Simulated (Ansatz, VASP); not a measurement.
## Cross-check of SiGe between VASP and Ansatz

Aim: how closely do two programs agree when they are given the same cell, functional and k mesh? The cell is generated by rule, not measured, and may not be a known phase. Of the first pair: The two relaxations start from unlike cells of this crystal (the structure described is Ansatz's start), so only their ends are compared.

Calculated with Ansatz 0.2.0; plane waves, with VASP 6.6.1 beside it; relaxation of cell and atoms at PBEsol.

### Step 1. The starting structure

Symmetry: P6_3/mmc, No. 194, hexagonal system. The conventional cell has a = 3.824 Å, b = 3.824 Å, c = 5.520 Å, α = 90.00°, β = 90.00°, γ = 120.00°. Si has 3 Ge at 2.21 Å nearest. Nearest to Ge lie 3 Si at 2.21 Å. Farther neighbours are not listed.

### Step 2. VASP: relaxation of cell and atoms, PBEsol, pair 1

The relaxed volume is the usual yardstick between codes: in a stiff, nearly cubic crystal its relative difference is about their pressure difference at one cell divided by the bulk modulus.

Lines of VASP's logs that name or quote its potential files are left out, and so is its time.

Input file INCAR:

```
SYSTEM = SiGe
PREC = Accurate
ENCUT = 500
EDIFF = 1E-07
NELM = 120
ISMEAR = 0
SIGMA = 0.1
LREAL = .FALSE.
ALGO = Normal
GGA = PS
NBANDS = 24
LORBIT = 11
LWAVE = .FALSE.
LCHARG = .FALSE.
ISIF = 3
IBRION = 2
NSW = 80
EDIFFG = -0.005
LASPH = .TRUE.
GGA_COMPAT = .FALSE.
NELMIN = 4
KPAR = 2
```

Input file POSCAR:

```
SiGe
1.0
    4.1736404596     -0.0000032846      0.0000000000
   -2.0868175107      3.6144800412      0.0000000000
    0.0000000000      0.0000000000      5.4750288004
Si Ge
2 2
Direct
    0.3333335211      0.6666668680      0.2500000000
    0.6666666298      0.3333334340      0.7500000000
    0.6666666298      0.3333334340      0.2500000000
    0.3333335211      0.6666668680      0.7500000000
```

Input file KPOINTS:

```
Automatic mesh
0
Gamma
6 6 4
0 0 0
```

PAW data sets: Si and Ge_d (PBE family, release 64).

On the command line:

```console
$ mpirun -np 2 vasp_std
```

Numbers of over 12 decimals in the logs are rounded to 6 here.

The log of the run:

```text
[banner, memory and clock lines left out]
running    2 mpi-ranks, on    1 nodes
 distrk:  each k-point on    1 cores,    2 groups
 distr:  one band on    1 cores,    1 groups

 POSCAR found type information on POSCAR SiGe
 POSCAR found :  2 types and       4 ions
|                                                                             |
|               ----> ADVICE to this user running VASP <----                  |
|                                                                             |
|     You enforced a specific xc type in the INCAR file but a different       |
|     [... a line on the potential file left out ...]
|     I HOPE YOU KNOW WHAT YOU ARE DOING!                                     |
|                                                                             |

 LDA part: xc-table for (Slater+PW92), standard interpolation
 POSCAR, INCAR and KPOINTS ok, starting setup
 FFT: planning ... GRIDC
 FFT: planning ... GRID_SOFT
 FFT: planning ... GRID
 WAVECAR not read
 entering main loop
       N       E                     dE             d eps       ncg     rms          rms(c)
DAV:   1     0.253309464852E+03    0.25331E+03   -0.17856E+04  1152   0.317E+03
DAV:   2     0.183435234534E+02   -0.23497E+03   -0.22892E+03  1016   0.659E+02
DAV:   3    -0.187653620501E+02   -0.37109E+02   -0.36790E+02  1240   0.155E+02
DAV:   4    -0.201396143144E+02   -0.13743E+01   -0.13722E+01  1168   0.337E+01
DAV:   5    -0.201710288339E+02   -0.31415E-01   -0.31413E-01  1288   0.558E+00    0.498E+00
DAV:   6    -0.200174362197E+02    0.15359E+00   -0.69083E-02  1304   0.274E+00    0.285E+00
DAV:   7    -0.199391584554E+02    0.78278E-01   -0.10274E-01  1208   0.262E+00    0.177E-01
DAV:   8    -0.199401719144E+02   -0.10135E-02   -0.10124E-02  1288   0.130E+00    0.108E-01
DAV:   9    -0.199403418912E+02   -0.16998E-03   -0.28937E-04  1288   0.125E-01    0.462E-02
DAV:  10    -0.199403827711E+02   -0.40880E-04   -0.69951E-05  1328   0.890E-02    0.151E-02
DAV:  11    -0.199403878013E+02   -0.50303E-05   -0.70421E-06  1160   0.174E-02    0.223E-03
DAV:  12    -0.199403880727E+02   -0.27139E-06   -0.11054E-06  1440   0.160E-02    0.105E-03
DAV:  13    -0.199403881070E+02   -0.34228E-07   -0.10720E-07   832   0.370E-03
   1 F= -.19940388E+02 E0= -.19936193E+02  d E =-.199404E+02
[...]
2 F= -.19940421E+02 E0= -.19936289E+02  d E =-.327706E-04
[...]
3 F= -.19940437E+02 E0= -.19936280E+02  d E =-.492198E-04
[...]
4 F= -.19940434E+02 E0= -.19936290E+02  d E =-.455043E-04
 curvature:  -0.16 expect dE=-0.230E-05 dE for cont linesearch -0.186E-05
 ZBRENT: bisectioning
 opt :   0.7059  next Energy=   -19.940437 (dE=-0.492E-04)
 bond charge predicted
       N       E                     dE             d eps       ncg     rms          rms(c)
DAV:   1    -0.199404567059E+02   -0.23005E-04   -0.29623E-04  1256   0.285E-01    0.261E-02
DAV:   2    -0.199404414806E+02    0.15225E-04   -0.25800E-05  1280   0.870E-02    0.136E-02
DAV:   3    -0.199404367841E+02    0.46965E-05   -0.90301E-06  1408   0.443E-02    0.314E-03
DAV:   4    -0.199404367490E+02    0.35046E-07   -0.89822E-07  1200   0.135E-02
   5 F= -.19940437E+02 E0= -.19936286E+02  d E =-.486421E-04
 curvature:  -0.33 expect dE=-0.141E-05 dE for cont linesearch -0.141E-05
 trial: gam=-0.13124 g(F)=  0.175E-41 g(S)=  0.429E-05 ort = 0.276E-04 (trialstep = 0.941E+00)
 search vector abs. value=  0.105E-06
 reached required accuracy - stopping structural energy minimisation
```

OUTCAR, selected parts (step 2):

```text
ion  position               nearest neighbor table
   1  0.333  0.667  0.250-   3 2.41   3 2.41   3 2.41   4 2.74   4 2.74
   2  0.667  0.333  0.750-   4 2.41   4 2.41   4 2.41   3 2.74   3 2.74
   3  0.667  0.333  0.250-   1 2.41   1 2.41   1 2.41   2 2.74   2 2.74
   4  0.333  0.667  0.750-   2 2.41   2 2.41   2 2.41   1 2.74   1 2.74

  LATTYP: Found a hexagonal cell.
 ALAT       =     4.1736404596
 C/A-ratio  =     1.3118113200

 Subroutine GETGRP returns: Found 24 space group operations
 (whereof 12 operations were pure point group operations)

The static configuration has the point symmetry D_3d.
 The point group associated with its full space group is D_6h.

 Found     21 irreducible k-points:

   k-points           NKPTS =     21   k-points in BZ     NKDIM =     21   number of bands    NBANDS=     24

   dimension x,y,z NGX =    30 NGY =   30 NGZ =   40
   dimension x,y,z NGXF=    60 NGYF=   60 NGZF=   80

   ENCUT  =  500.0 eV  36.75 Ry    6.06 a.u.   7.61  7.61  9.98*2*pi/ulx,y,z

   NELECT =      36.0000    total number of electrons

 k-points in reciprocal lattice and weights: Automatic mesh
   0.00000000  0.00000000  0.00000000       0.007
   0.16666667  0.00000000  0.00000000       0.042
   0.33333333  0.00000000  0.00000000       0.042
   0.50000000  0.00000000  0.00000000       0.021
   0.16666667  0.16666667  0.00000000       0.042
   0.33333333  0.16666667  0.00000000       0.083
   0.33333333  0.33333333  0.00000000       0.014
   0.00000000  0.00000000  0.25000000       0.014
   0.16666667  0.00000000  0.25000000       0.083
[...]
0.33333333  0.16666667  0.50000000       0.083
   0.33333333  0.33333333  0.50000000       0.014

 average (electrostatic) potential at core
       1 -83.8971       2 -83.8971       3 -73.2090       4 -73.2090

 E-fermi :   5.6193

 k-point     1 :       0.0000    0.0000    0.0000
  band No.  band energies     occupation
    ...
     14       2.3499      2.00000
     15       2.8551      2.00000
     16       2.8551      2.00000
     17       5.3262      1.99997
     18       5.3262      1.99997
     19       6.7915      0.00000
     20       7.0935      0.00000
     21       7.0935      0.00000
     22       7.1103      0.00000
     23       9.9752      0.00000
    ...

 k-point     2 :       0.1667    0.0000    0.0000
  band No.  band energies     occupation
    ...
     14       0.0869      2.00000
     15       2.4263      2.00000
     16       3.4372      2.00000
     17       4.5762      2.00000
     18       4.9569      2.00000
     19       5.8640      0.00054
     20       7.2223      0.00000
     21       8.0952      0.00000
     22       8.4048      0.00000
     23      10.4349      0.00000
    ...

 k-point     3 :       0.3333    0.0000    0.0000
  band No.  band energies     occupation
    ...
     15       1.2281      2.00000
     16       1.8187      2.00000
     17       4.1960      2.00000
     18       4.4044      2.00000
     19       4.5091      2.00000
     20       8.2394      0.00000
     21       9.5049      0.00000
     22      10.4009      0.00000
     23      10.4381      0.00000
     24      10.9807      0.00000

  Total        0.0130936      0.0130936      0.0035498     -0.0000000      0.0000000     -0.0000000
  in kB        0.2535769      0.2535769      0.0687473     -0.0000000      0.0000000     -0.0000000
  external PRESSURE =       0.1919670 kB  Pullay stress =       0.0000000 kB

  energy-cutoff  :      500.00
  volume of cell :       82.73
      direct lattice vectors                 reciprocal lattice vectors
     4.176623410 -0.000003287  0.000000000     0.239427968  0.138233569  0.000000000
    -2.088308984  3.617063353 -0.000000000     0.000000218  0.276467498 -0.000000000
    -0.000000000  0.000000000  5.476190489     0.000000000  0.000000000  0.182608695

 POSITION                                       TOTAL-FORCE (eV/Angst)
 -----------------------------------------------------------------------------------
      0.00000      2.41138      1.36905        -0.000000      0.000000      0.000000
      2.08831      1.20569      4.10714        -0.000000     -0.000000      0.000000
      2.08831      1.20569      1.36905         0.000000     -0.000000      0.000000
      0.00000      2.41138      4.10714         0.000000      0.000000      0.000000
 -----------------------------------------------------------------------------------
    total drift:                               -0.000001     -0.000318      0.000024

  FREE ENERGIE OF THE ION-ELECTRON SYSTEM (eV)
  ---------------------------------------------------
  free  energy   TOTEN  =       -19.9404367490 eV

  energy  without entropy=      -19.9321353138  energy(sigma->0) =      -19.93628603

 reached required accuracy - stopping structural energy minimisation

 total charge
# of ion       s       p       d       tot
------------------------------------------
    1        0.804   0.803   0.000   1.607
    2        0.804   0.803   0.000   1.607
    3        1.158   1.215  10.036  12.409
    4        1.158   1.215  10.036  12.409
--------------------------------------------------
tot          3.923   4.037  20.072  28.032

[... 3 further parts left out ...]
```

The run keeps the 24 symmetry operations of its start, so it cannot find a distortion of lower symmetry.

### Step 3. Ansatz: relaxation of cell and atoms, PBEsol, pair 1

Ansatz runs on its default PAW (the set named soft_2) files.

Its own start cell and the same functional, mesh and smearing now go to Ansatz, which takes its cutoff from its data sets.

Input file input.yaml:

```yaml
crystal:
  lattice:
    - [3.82437, 0.0, 0.0]
    - [-1.91218, 3.312, 0.0]
    - [0.0, 0.0, 5.52]
  atoms:
    - { symbol: Si, position: [0.333333, 0.666667, 0.25] }
    - { symbol: Si, position: [0.666667, 0.333333, 0.75] }
    - { symbol: Ge, position: [0.666667, 0.333333, 0.25] }
    - { symbol: Ge, position: [0.333333, 0.666667, 0.75] }
kpoints:
  mp_grid: { grid: [6, 6, 4] }
hamiltonian:
  xc: pbesol
scf:
  occupations: { method: gaussian, width: 0.1 }
output:
  forces: true
  stress: true
  eigenvalues: true
relax:
  adjacent_minimum: "off"
  f_tol: 0.05
  max_steps: 80
  cell: { stress_tol: 0.5 }
```

On the command line:

```console
$ ansatz run input.yaml --threads 4 --pin off --max-ram 7168MiB --backend cpu --events-out ev --progress --plain --runs-dir out
```

The log of the run:

```text
Warning: the atoms were moved onto the symmetric positions of the space group found under crystal.symmetry.tolerance 1.0e-5 (fractional; no operation is sought that the atoms, as they stand in a round, miss by more than twice it, and no atom is moved by as much as it), and the run uses the moved positions. Before a round's move an operation carried an atom to 3.82e-6 Å from where it should land, the largest such dist [...]
The last accepted step is kept in <dir> (removed where the run ends without a failure and the disk answers)
Engine: ansatz 0.2.0, aarch64-unknown-linux-gnu
Pseudopotentials: kind: paw
Pseudopotential: Si, paw, valence charge 4, recommended cutoff 420 eV (normal), Si.paw.azcp
Pseudopotential: Ge, paw, valence charge 14, recommended cutoff 420 eV (normal), Ge.paw.azcp
Functional definition: PBEsol
  exchange = pbesol_x
  correlation = pbesol_c
Crystal: 4 atoms, lattice volume = 69.918 Å³
Basis set: ecut = 420 eV, 1363 PW (Γ), exchange–correlation on 54×54×80 points (8 copies of the dense FFT grid, shifted against one another)
Bands: 22, of which v1, the nominal top of the filled ones, is band 18 counted from 1 (17 counted from 0)
Symmetry: 24 space group operations
Space group: P63/mmc (ITA 194), of the structure as read, at distance tolerance 4.1e-5 Å
k-points: 21 of 144
Non-local potential: Si, projectors of the file, l = 0: 2, l = 1: 2, l = 2: 2
Non-local potential: Ge, projectors of the file, l = 0: 2, l = 1: 2, l = 2: 3, l = 3: 1
PAW form: soft (Blöchl's): semilocal exchange-correlation on the pseudo side does not see the compensation charge
PAW frozen core: Si, regenerated for the run's functional, and the local potential with it (the file was generated under x = pbe(κ = 0.804, μ = 0.219515), c = pbe(β = 0.066725))
PAW frozen core: Ge, regenerated for the run's functional, and the local potential with it (the file was generated under x = pbe(κ = 0.804, μ = 0.219515), c = pbe(β = 0.066725))
PAW one-centre angular grid: Si, 110 points (default); XC on 64 Gauss nodes
PAW one-centre angular grid: Ge, 590 points (default); XC on 64 Gauss nodes
[...]
SCF iter   6: F=—  HF=-9748.504338 eV  |F-HF|=—  |Δ(HF+E_count)|=   3.84e-6  Δρ=2.71e-5  dr2=3.04e-7  ethr=1.11e-9  ⟨swp⟩=3.4  Hψ=2052  notcnv=0
SCF iter   7: F=-9748.504338 eV  HF=-9748.504338 eV  |F-HF|=1.36e-8  |Δ(HF+E_count)|=   3.15e-7  Δρ=3.69e-6  dr2=5.24e-9  ethr=8.45e-10  ⟨swp⟩=4.4  Hψ=1825  notcnv=0
SCF 3 converged in 7 iterations: F = -9748.504338 eV  dr2 = 5.24e-9
relax step   3: F+E_penalty+E_count = -9748.50433783 eV  Δ(F+E_penalty+E_count) = -1.586e-1 eV  max|allowed force component| = 4.626e-17 eV/Å  Δτ_max = 0.0000 Å  P = +1.591 GPa  Ω = 81.244 Å³  energy of the carried Pulay correction = -2.396e-3 eV  (7 SCF iters, dr2 threshold 4.00e-7 eV, accepted)
[...]
relax step   4: F+E_penalty+E_count = -9748.53831816 eV  Δ(F+E_penalty+E_count) = -3.398e-2 eV  max|allowed force component| = 1.619e-17 eV/Å  Δτ_max = 0.0000 Å  P = +0.629 GPa  Ω = 81.899 Å³  energy of the carried Pulay correction = -2.543e-3 eV  (5 SCF iters, dr2 threshold 4.00e-7 eV, accepted)
[...]
relax step   5: F+E_penalty+E_count = -9748.53954530 eV  Δ(F+E_penalty+E_count) = -1.227e-3 eV  max|allowed force component| = 4.163e-17 eV/Å  Δτ_max = 0.0000 Å  P = -0.085 GPa  Ω = 82.584 Å³  energy of the carried Pulay correction = -2.678e-3 eV  (3 SCF iters, dr2 threshold 4.00e-7 eV, accepted)
[...]
relax step   6: F+E_penalty+E_count = -9748.54981868 eV  Δ(F+E_penalty+E_count) = -1.027e-2 eV  max|allowed force component| = 4.395e-17 eV/Å  Δτ_max = 0.0000 Å  P = +0.131 GPa  Ω = 82.584 Å³  stress off target by 2.97e-1 GPa  SCF on the basis re-selected at this cell (its energy is not comparable with the rows above)  (7 SCF iters)
basis re-selected at this cell: Δ(F+E_penalty+E_count) = -1.027e-2 eV, ΔP = +0.216 GPa vs the last step (what re-selecting the basis moved, of the pressure what is left beyond the Pulay correction that the steps carried, after the strain that the cell walked since its last selection, with what the two solves' SCF thresholds leave and, on support functions, any second-order correction that the steps lacked; it is no measure of the basis error at this ecutwfc). The dense FFT grid was sized anew with the basis: this SCF ran on 30×30×40 points, the steps before it on 27×27×40, so part of this shift can come from that change (see relax.cell in the input reference). [rest of the remark cut]
SCF converged after 7 iterations
Free energy (F): -9748.549819 eV
Harris-Foulkes:  -9748.549819 eV  (|F-HF|=3.64e-12)
Internal energy: -9748.541947 eV  (E = F + TS)
E sigma→0 (E₀):  -9748.545883 eV
Entropy (-TS):   -0.007872 eV (-1.968 meV/atom)
Fermi energy:    7.783941 eV
--- Per-component energies (eV) ---
  E_band       = -294.787517
  E_kinetic    = 302.353401
  E_local      = -5251.247103  (includes V_loc(G=0)·N_el)
  E_nonlocal   = 890.856696
  E_hartree    = 2307.249745
  E_xc         = -259.338473
  E_vxc        = -223.066035  (∫ρ·V_xc dr)
  E_paw        = -4953.913023  (= ΣΔE_a)
  E_vpaw       = -628.184588  (= ΣTr[D̂ρ^β])
  E_aug_tail   = 0.000598  (compensation charges beyond the density's cutoff)
  E_ewald      = -2786.402782
  E_core_change = 1.898994  (= ΣΔE_core)
  E_smearing   = -0.007872  (= −TS)
  E_closure    = -0.000000  (closes the sum)
  Σ components = -9748.549819   (vs F -9748.549819, Δ=0.00e0)
--- Forces (eV/Å), atoms counted from 1 ---
  atom   1  Si    -0.00000000     0.00000000     0.00000000
  atom   2  Si     0.00000000    -0.00000000    -0.00000000
  atom   3  Ge     0.00000000    -0.00000000    -0.00000000
  atom   4  Ge    -0.00000000     0.00000000     0.00000000
  max |Σ_I F_I| component: 2.78e-17 eV/Å
--- Stress (GPa, compression-positive) ---
        0.048333      -0.000000       0.000000
        0.000000       0.048333       0.000000
        0.000000       0.000000       0.297026
  P = ⅓ Tr σ = 0.1312 GPa (1.312 kbar)
--- Band table (eV; the first three rows and the last of 21) ---
  k-point 0: bands = [... 14 lower, 5.0150, 5.0150, 7.5097, 7.5097, 8.9385, 9.2505, 9.2505, 9.2896]
  k-point 1: bands = [... 14 lower, 5.2690, 5.2690, 6.9551, 6.9551, 7.0644, 9.5200, 9.5200, 10.2956]
  k-point 2: bands = [... 14 lower, 5.9857, 5.9857, 5.9857, 5.9857, 6.6965, 6.6965, 10.3004, 10.3004]
  k-point 20: bands = [... 14 lower, 3.3197, 3.3197, 8.8612, 8.8612, 9.0054, 9.0054, 12.0601, 12.0601]
--- Relaxed structure (5 steps of the walk, 5 accepted, 1 SCFs on fresh bases) ---
  F+E_penalty+E_count = -9748.54981868 eV   max|allowed force component| = 4.395e-17 eV/Å   (the final SCF, on the basis selected at the relaxed cell)
  cell:  # Å, volume = 82.5844 Å³
    - [4.177485, -3.153294228767733e-6, 0]
    - [-2.088740, 3.617810, 0]
    - [0, 0, 5.464340]
  atoms:
    - { symbol: Si, position: [0.333333, 0.666667, 0.250000] }
    - { symbol: Si, position: [0.666667, 0.333333, 0.750000] }
    - { symbol: Ge, position: [0.666667, 0.333333, 0.250000] }
    - { symbol: Ge, position: [0.333333, 0.666667, 0.750000] }
```

Reading the cycles: dr2 is the Hartree energy of the density residual (eV), the measure of convergence; HF is the Harris–Foulkes estimate of the energy, which meets the free energy F at convergence.

### Step 4. Comparison

Known differences besides the potentials themselves: the cutoff is 420 eV in Ansatz and 500 eV in VASP; Ansatz makes its cores anew for this functional, VASP keeps those of its PBE data sets; Ansatz adds a Pulay correction to the stress that steers its cell, VASP none. Total energies have different zeros and are not compared.

Compared:

```csv
quantity,Ansatz,VASP,difference
volume (Å³),82.58,82.73,-0.18 %
"edge a after relaxation, in the typed setting (Å)",4.178,4.177,+0.02 %
"edge c after relaxation, in the typed setting (Å)",5.464,5.476,-0.22 %
```

### Step 5. Ansatz: relaxation of cell and atoms, PBEsol, pair 2

The relaxed volume is the usual yardstick between codes: in a stiff, nearly cubic crystal its relative difference is about their pressure difference at one cell divided by the bulk modulus. Its start cell is another than that of the pair before, and may be another structure of the material.

The cell is taken from a series of runs on this material, whose earlier steps may have relaxed, scaled, displaced or heated it; both programs get it as it stands.

Input file input.yaml:

```yaml
crystal:
  lattice:
    - [4.2203347534, -3.1857e-06, 0.0]
    - [-2.1101646178, 3.6549187017, 0.0]
    - [0.0, 0.0, 5.3603732308]
  atoms:
    - { symbol: Si, position: [0.3333333333, 0.6666666667, 0.25] }
    - { symbol: Si, position: [0.6666666667, 0.3333333333, 0.75] }
    - { symbol: Ge, position: [0.6666666667, 0.3333333333, 0.25] }
    - { symbol: Ge, position: [0.3333333333, 0.6666666667, 0.75] }
kpoints:
  mp_grid: { grid: [12, 12, 8] }
hamiltonian:
  xc: pbesol
scf:
  occupations: { method: methfessel_paxton, width: 0.15 }
output:
  forces: true
  stress: true
  eigenvalues: true
  write_density: true
  write_potential: true
  elf: true
  volumetric_format: npy
relax:
  adjacent_minimum: "off"
  f_tol: 0.001
  max_steps: 60
  cell: { stress_tol: 0.01 }
```

The log of the run:

```text
[...]
Crystal: 4 atoms, lattice volume = 82.684 Å³
Basis set: ecut = 420 eV, 1595 PW (Γ), exchange–correlation on 60×60×72 points (8 copies of the dense FFT grid, shifted against one another)
Bands: 22, of which v1, the nominal top of the filled ones, is band 18 counted from 1 (17 counted from 0)
Symmetry: 24 space group operations
[...]
k-points: 95 of 1152
[...]
--- Relaxed structure (2 steps of the walk, 2 accepted, 1 SCFs on fresh bases) ---
[...]
cell:  # Å, volume = 82.6730 Å³
    - [4.220081, -3.1855098146609454e-6, 0]
    - [-2.110038, 3.654699, 0]
    - [0, 0, 5.360330]
  atoms:
    - { symbol: Si, position: [0.333333, 0.666667, 0.250000] }
    - { symbol: Si, position: [0.666667, 0.333333, 0.750000] }
    - { symbol: Ge, position: [0.666667, 0.333333, 0.250000] }
    - { symbol: Ge, position: [0.333333, 0.666667, 0.750000] }
[key lines of the parts left out:]
SCF converged after 5 iterations
Free energy (F): -9748.608883 eV
Fermi energy:    7.611085 eV
P = ⅓ Tr σ = -0.0033 GPa (-0.033 kbar)
```

(Continued in part 2 of 2.)

[Lines on the potential files, build, host, timing and source positions are cut from VASP's logs without a mark.]

[Logs are printed without paths, hosts, clocks, repeated set-up lines and the standing remarks that a program may print on its own settings, such as how far it seeks lower states.]

[Hosts, paths, dates, database ids (printed as entryN), source tags and the programs' standing remarks are cut or masked in the printed files.]
